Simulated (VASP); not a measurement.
Data:

```yaml
crystal:
  lattice:
    - [0.00000, 2.74488, 2.74488]
    - [2.74488, 0.00000, 2.74488]
    - [2.74488, 2.74488, 0.00000]
  atoms:
    - { symbol: Mg, position: [0.00000, 0.00000, 0.00000] }
    - { symbol: Se, position: [0.50000, 0.50000, 0.50000] }
```

Method: optB88-vdW, VASP's PBE PAW potentials (set 64) (plane waves; VASP). Numerical set-up: 520 eV cut-off, 9×9×9 Γ-centred mesh, tetrahedra with Blöchl corrections, potentials Mg Se.

Question: Predict the energy per atom (σ→0).

Answer: 
```yaml
energy per atom (σ→0): -2.255 eV/atom
```

The absolute energy has meaning only against runs of the same code, potentials and settings.

The compound is MgSe in the rock salt structure. It was relaxed first.
